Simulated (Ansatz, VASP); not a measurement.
# ZnSe in two plane-wave programs

One calculation is typed for both programs; each brings its own data sets. How far apart do they land? The cell is taken from a series of runs on this material, whose earlier steps may have relaxed, scaled, displaced or heated it; both programs get it as it stands.

Calculated with Ansatz 0.2.0; plane waves, with VASP 6.6.1 beside it; single point at HSE06.

### 1. The starting structure

It takes space group F-43m (No. 216, cubic). The conventional cell has a = 5.707 Å, b = 5.707 Å, c = 5.707 Å, α = 90.00°, β = 90.00°, γ = 90.00°. Nearest to Se lie 4 Zn at 2.47 Å. Zn has 4 Se at 2.47 Å nearest. Farther neighbours and most contacts between anions are not listed.

Structure file:

```cif
data_structure
_symmetry_space_group_name_H-M 'F-43m'
_symmetry_Int_Tables_number 216
_cell_length_a 5.7074
_cell_length_b 5.7074
_cell_length_c 5.7074
_cell_angle_alpha 90.000
_cell_angle_beta 90.000
_cell_angle_gamma 90.000
_cell_volume 185.92
loop_
_atom_site_label
_atom_site_type_symbol
_atom_site_symmetry_multiplicity
_atom_site_Wyckoff_symbol
_atom_site_fract_x
_atom_site_fract_y
_atom_site_fract_z
_atom_site_occupancy
Se1 Se 4 c 0.25000 0.25000 0.25000 1
Zn1 Zn 4 a 0.00000 0.00000 0.00000 1
```

### 2. Ansatz: single point, HSE06

Ansatz runs on its PAW soft_1 files.

A single point gives forces, pressure and levels at one fixed geometry, so differences don't come from the geometry; what else differs is listed under the comparison.

input.yaml

```yaml
crystal:
  lattice:
    - [0.0, 2.8537093671, 2.8537093671]
    - [2.8537093671, 0.0, 2.8537093671]
    - [2.8537093671, 2.8537093671, 0.0]
  atoms:
    - { symbol: Se, position: [0.75, 0.75, 0.75] }
    - { symbol: Zn, position: [0.0, 0.0, 0.0] }
kpoints:
  mp_grid: { grid: [6, 6, 6] }
scf:
  occupations: { method: fermi_dirac, width: 0.02 }
hamiltonian:
  xc: hse06
  pseudopotentials: { kind: paw, azcp: { folder: soft_1 } }
basis:
  ecutwfc: 600
output:
  forces: true
  stress: true
```

The run is started by

```bash
> ansatz run input.yaml --threads 8 --pin off --max-ram 18432MiB --backend cpu --events-out ev --progress --plain --runs-dir out
```

Numbers of over 12 decimals in the logs are rounded to 6 here.

The log of the run:

```text
Warning: output.stress: scf.convergence.dr2_threshold = 1e-7 eV (the SCF's general default) is looser than the 2e-10 eV advised for a printed stress (1e-10 eV for each atom of the cell: 2). What an SCF threshold leaves in a stress goes as its square root, and in the free energy as the threshold itself, and one threshold admits the most on a small cell: [figures from the program's tests cut] Set scf.convergence.dr2_threshold to 2e-10 eV or tighter. The threshold is an SCF's pass mark: one that does not reach it within its budget of iterations ends unconverged, or closes short of it on a stop that the run arms, and scf.convergence.dr2_threshold's page says what that costs each kind of run
Warning: output.stress: scf.exx.energy_threshold = 1e-6 eV is looser than the 2e-8 eV advised for a stress under a hybrid functional (1e-8 eV for each atom of the cell: 2). Every SCF of the exchange loop can meet its threshold on dr2 while the loop round them stops early: no threshold on dr2 bounds what that leaves in the stress. Set scf.exx.energy_threshold to 2e-8 eV or tighter. The threshold is the loop's pass mark: a loop that does not reach it within its budget of cycles ends unconverged, and scf.exx.energy_threshold's page has the law
Engine: ansatz 0.2.0, aarch64-unknown-linux-gnu
Pseudopotentials: kind: paw
Pseudopotential: Se, paw, valence charge 16, recommended cutoff 420 eV (normal), soft_1/Se.paw.azcp
Pseudopotential: Zn, paw, valence charge 12, recommended cutoff 420 eV (normal), soft_1/Zn.paw.azcp
Functional definition: HSE06
  parameter a = 0.25
  parameter omega = 0.11/bohr
  exchange = pbe_x - a*pbe_x_sr(omega) + a*exact_x_sr(omega)
  correlation = pbe_c
Crystal: 2 atoms, lattice volume = 46.479 Å³
Basis set: ecut = 600 eV, 1471 PW (Γ), exchange–correlation on 72×72×72 points (8 copies of the dense FFT grid, shifted against one another)
Bands: 18, of which v1, the nominal top of the filled ones, is band 14 counted from 1 (13 counted from 0)
Symmetry: 24 space group operations
Space group: F-43m (ITA 216), of the structure as read, at distance tolerance 3.6e-5 Å
k-points: 16 of 216 (time reversal used)
Non-local potential: Se, projectors of the file, l = 0: 2, l = 1: 2, l = 2: 3, l = 3: 1
Non-local potential: Zn, projectors of the file, l = 0: 2, l = 1: 2, l = 2: 3, l = 3: 1
PAW form: soft (Blöchl's): semilocal exchange-correlation on the pseudo side does not see the compensation charge
PAW frozen core: Se, regenerated for the run's functional, and the local potential with it (the file was generated under x = pbe(κ = 0.804, μ = 0.219515), c = pbe(β = 0.066725))
PAW frozen core: Zn, regenerated for the run's functional, and the local potential with it (the file was generated under x = pbe(κ = 0.804, μ = 0.219515), c = pbe(β = 0.066725))
PAW one-centre angular grid: Se, 590 points (default); XC on 64 Gauss nodes
PAW one-centre angular grid: Zn, 590 points (default); XC on 64 Gauss nodes
Initial density: superposition of atomic densities (chi_scale 0.1, normalization cell, long waves kept (reshape's long-wave potential 0.00 eV rms))
Initial wavefunctions: pseudopotential atomic-orbital guess
Functional: x = pbe(κ = 0.804, μ = 0.219515), c = pbe(β = 0.066725), warm-up for x = pbe(κ = 0.804, μ = 0.219515) + 0.25 (exact − pbe) at short range (hse, ω = 0.207870 Å⁻¹), c = pbe(β = 0.066725); HSE06 as pw.x's `hse` composes it (authors' and Libxc's form: `xc: wpbeh`)
SCF iter   1: F=—  HF=-8789.874232 eV  |F-HF|=—  |Δ(HF+E_count)|=         —  Δρ=6.66e-2  dr2=1.22e0  ethr=1.00e-1  ⟨swp⟩=7.4  Hψ=970  notcnv=0
preconditioner: auto → none  [insulator: Δε(μ)=1.057 eV  Ē_g=12.728 eV  σ=0.020 eV  W_gap=1.00  n_scr=14 (ndim 8)  ℏωp=23.1 eV  f_vac=0.068  D(μ)=0.00/eV (n_scr^D=0)]
SCF iter   2: F=—  HF=-8789.663180 eV  |F-HF|=—  |Δ(HF+E_count)|=   2.11e-1  Δρ=2.81e-2  dr2=2.44e-1  ethr=4.35e-3  ⟨swp⟩=4.2  Hψ=923  notcnv=0
SCF iter   3: F=—  HF=-8789.551934 eV  |F-HF|=—  |Δ(HF+E_count)|=   1.11e-1  Δρ=1.21e-2  dr2=3.66e-2  ethr=8.71e-4  ⟨swp⟩=4.0  Hψ=821  notcnv=0
iter 4 solved again at ethr=6.64e-6 eV; its pass at ethr=1.31e-4 eV (dr2=1.86e-3 eV) is discarded
SCF iter   4: F=—  HF=-8789.547366 eV  |F-HF|=—  |Δ(HF+E_count)|=   4.57e-3  Δρ=2.60e-3  dr2=1.84e-3  ethr=6.64e-6  ⟨swp⟩=4.2  Hψ=1481  notcnv=0
SCF iter   5: F=—  HF=-8789.548116 eV  |F-HF|=—  |Δ(HF+E_count)|=   7.50e-4  Δρ=1.06e-3  dr2=3.79e-4  ethr=6.56e-6  ⟨swp⟩=3.0  Hψ=762  notcnv=0
SCF iter   6: F=-8789.548200 eV  HF=-8789.548204 eV  |F-HF|=3.40e-6  |Δ(HF+E_count)|=   8.79e-5  Δρ=1.21e-4  dr2=4.13e-6  ethr=1.35e-6  ⟨swp⟩=3.1  Hψ=676  notcnv=0
SCF 1 stopped early in 6 iterations: F = -8789.548200 eV  dr2 = 4.13e-6
  greatest PAW one-centre occupation: 1.000 electrons in one spin orbital (limit 2), on the Se atom at site 0 (counted from 0), in its partial waves of l = 2
Initial density: handed on by an earlier stage of this run
Initial wavefunctions: those handed on with the density
Functional: x = pbe(κ = 0.804, μ = 0.219515) + 0.25 (exact − pbe) at short range (hse, ω = 0.207870 Å⁻¹), c = pbe(β = 0.066725); HSE06 as pw.x's `hse` composes it (authors' and Libxc's form: `xc: wpbeh`)
Exchange kernel: α = 0.2500, screened, ω = 0.2079 Å⁻¹, Wigner–Seitz truncation, v(0) = 1046.6705 eV·Å³, q-mesh 6×6×6, nearest image of the exchange supercell L = 24.21 Å, pair-density grid 18×18×18, without the augmentation charges, whose exchange is taken in its separable form by FFT convolution over the k-point mesh (sized by the pseudopotential files, 27×27×27 at the most), smooth part of the exact exchange by density-matrix convolution
Frozen-core exchange: fock
SCF iter   1: F=—  HF=-8791.226246 eV  |F-HF|=—  |Δ(HF+E_count)|=         —  Δρ=2.13e-2  dr2=1.06e-1  ethr=1.48e-7  ⟨swp⟩=10.1  Hψ=1697  notcnv=0
preconditioner: auto → none  [insulator: Δε(μ)=2.263 eV  Ē_g=14.354 eV  σ=0.020 eV  W_gap=1.00  n_scr=14 (ndim 8)  ℏωp=23.1 eV  f_vac=0.123  D(μ)=0.00/eV (n_scr^D=0)]
SCF iter   2: F=—  HF=-8791.190872 eV  |F-HF|=—  |Δ(HF+E_count)|=   3.54e-2  Δρ=4.77e-3  dr2=6.15e-3  ethr=1.48e-7  ⟨swp⟩=5.2  Hψ=1245  notcnv=0
SCF iter   3: F=—  HF=-8791.202477 eV  |F-HF|=—  |Δ(HF+E_count)|=   1.16e-2  Δρ=3.99e-3  dr2=3.30e-3  ethr=1.48e-7  ⟨swp⟩=5.0  Hψ=1261  notcnv=0
SCF iter   4: F=—  HF=-8791.201992 eV  |F-HF|=—  |Δ(HF+E_count)|=   4.84e-4  Δρ=9.49e-4  dr2=2.18e-4  ethr=1.48e-7  ⟨swp⟩=5.0  Hψ=1009  notcnv=0
SCF iter   5: F=—  HF=-8791.202278 eV  |F-HF|=—  |Δ(HF+E_count)|=   2.85e-4  Δρ=1.92e-4  dr2=4.11e-5  ethr=1.48e-7  ⟨swp⟩=4.0  Hψ=723  notcnv=0
SCF iter   6: F=-8791.202269 eV  HF=-8791.202269 eV  |F-HF|=8.28e-7  |Δ(HF+E_count)|=   8.09e-6  Δρ=4.77e-5  dr2=1.39e-6  ethr=8.56e-8  ⟨swp⟩=3.2  Hψ=577  notcnv=0
SCF 2 stopped early in 6 iterations: F = -8791.202269 eV  dr2 = 1.39e-6
hybrid outer 1: dexx = +1.281e-2 eV, tail = 6.27e-5 eV
Exchange kernel: α = 0.2500, screened, ω = 0.2079 Å⁻¹, Wigner–Seitz truncation, v(0) = 1046.6705 eV·Å³, q-mesh 6×6×6, nearest image of the exchange supercell L = 24.21 Å, pair-density grid 18×18×18, without the augmentation charges, whose exchange is taken in its separable form by FFT convolution over the k-point mesh (sized by the pseudopotential files, 27×27×27 at the most), smooth part of the exact exchange by density-matrix convolution
Frozen-core exchange: fock
SCF iter   1: F=—  HF=-8791.201852 eV  |F-HF|=—  |Δ(HF+E_count)|=         —  Δρ=1.42e-4  dr2=5.14e-6  ethr=1.12e-6  ⟨swp⟩=4.0  Hψ=655  notcnv=0
preconditioner: auto → none  [insulator: Δε(μ)=2.320 eV  Ē_g=14.083 eV  σ=0.020 eV  W_gap=1.00  n_scr=14 (ndim 8)  ℏωp=23.1 eV  f_vac=0.127  D(μ)=0.00/eV (n_scr^D=0)]
SCF iter   2: F=—  HF=-8791.201852 eV  |F-HF|=—  |Δ(HF+E_count)|=   5.97e-7  Δρ=3.11e-5  dr2=3.65e-7  ethr=1.58e-8  ⟨swp⟩=4.0  Hψ=940  notcnv=0
SCF iter   3: F=—  HF=-8791.201853 eV  |F-HF|=—  |Δ(HF+E_count)|=   7.75e-7  Δρ=2.02e-5  dr2=1.20e-7  ethr=8.85e-10  ⟨swp⟩=4.3  Hψ=699  notcnv=0
SCF iter   4: F=-8791.201853 eV  HF=-8791.201853 eV  |F-HF|=3.15e-9  |Δ(HF+E_count)|=   3.69e-8  Δρ=6.33e-6  dr2=8.48e-9  ethr=3.89e-10  ⟨swp⟩=3.0  Hψ=656  notcnv=0
SCF 3 converged in 4 iterations: F = -8791.201853 eV  dr2 = 8.48e-9
  Residual-converged pass: ⟨swp⟩=3.8  Hψ=773  notcnv=0  max |occ|·‖R‖ = 2.4e-6 eV (tolerance 2.4e-6 eV)  dr2=8.58e-9  dr2_onsite=4.73e-9  max |Δocc| = 0.0e0
hybrid outer 2: dexx = +8.942e-7 eV, tail = 5.43e-8 eV, Δε = 6.38e-3 eV (about 2.86e-4 eV left of the loop's levels)
hybrid SCF converged: 2 outer / 10 inner (+6 warm-up), last move |dexx| = 8.94e-7 eV, tail = 5.43e-8 eV
Stability not checked: this state was not tested for a lower state beside it, because the functional holds exact exchange (a hybrid, or Hartree-Fock), whose exchange loop this test does not read (fock_operator; see scf.lower_state_search)
Free energy (F): -8791.201853 eV
Frozen-core exchange: fock
Harris-Foulkes:  -8791.201853 eV  (|F-HF|=3.15e-9)
Internal energy: -8791.201853 eV  (E = F + TS)
E sigma→0 (E₀):  -8791.201853 eV
Fermi energy:    6.791507 eV
--- Per-component energies (eV) ---
  E_band       = -468.182985
  E_kinetic    = 255.653875
  E_local      = -4884.001358  (includes V_loc(G=0)·N_el)
  E_nonlocal   = 473.344967
  E_hartree    = 2261.957199
  E_xc         = -131.263891
  E_vxc        = -113.029070  (∫ρ·V_xc dr)
  E_exx        = -110.120588  (= α·E_x^exact, valence–valence)
  E_paw        = -3954.382023  (= ΣΔE_a)
  E_vpaw       = -503.821696  (= ΣTr[D̂ρ^β])
  E_aug_tail   = 0.000013  (compensation charges beyond the density's cutoff)
  E_ewald      = -2701.959746
  E_core_change = -0.430302  (= ΣΔE_core)
  E_smearing   = -0.000000  (= −TS)
  E_closure    = 0.000001  (closes the sum)
  Σ components = -8791.201853   (vs F -8791.201853, Δ=0.00e0)
--- Forces (eV/Å), atoms counted from 1 ---
  atom   1  Se     0.00000000    -0.00000000    -0.00000000
  atom   2  Zn    -0.00000000     0.00000000     0.00000000
  max |Σ_I F_I| component: 1.73e-16 eV/Å
--- Stress (GPa, compression-positive) ---
       -0.217854       0.000000      -0.000000
        0.000000      -0.217854       0.000000
       -0.000000       0.000000      -0.217854
  P = ⅓ Tr σ = -0.2179 GPa (-2.179 kbar)
--- Band table (eV; the first three rows and the last of 16) ---
  k-point 0: bands = [... 10 lower, -2.2674, 5.6204, 5.6204, 5.6204, 7.9407]
  k-point 1: bands = [... 10 lower, -2.2689, 3.7068, 5.3665, 5.3665, 9.1912]
  k-point 2: bands = [... 10 lower, -2.2633, 1.3513, 4.9305, 4.9305, 9.3724]
  k-point 15: bands = [... 10 lower, -1.9672, 0.7452, 2.8824, 3.0454, 11.0328]
  guard bands above this table: 3 of the run's 18 bands. The solve was not asked for them (output.publish_guard_bands: true or output.eigenvalues: true publishes all)
```

In the SCF lines HF is the Harris–Foulkes energy and dr2 the Hartree energy of the density residual, in eV; the loop may stop once dr2 is under the threshold and the program's other checks hold. Hψ counts applications of the Hamiltonian.

The run ends at a pressure of -0.22 GPa.

(Part 1 of 2 ends here.)

[Lines on the potential files, build, host, timing and source positions are cut from VASP's logs without a mark.]

[Logs are printed without paths, hosts, clocks, repeated set-up lines and the standing remarks that a program may print on its own settings, such as how far it seeks lower states.]

[Hosts, paths, dates, database ids (printed as entryN), source tags and the programs' standing remarks are cut or masked in the printed files.]
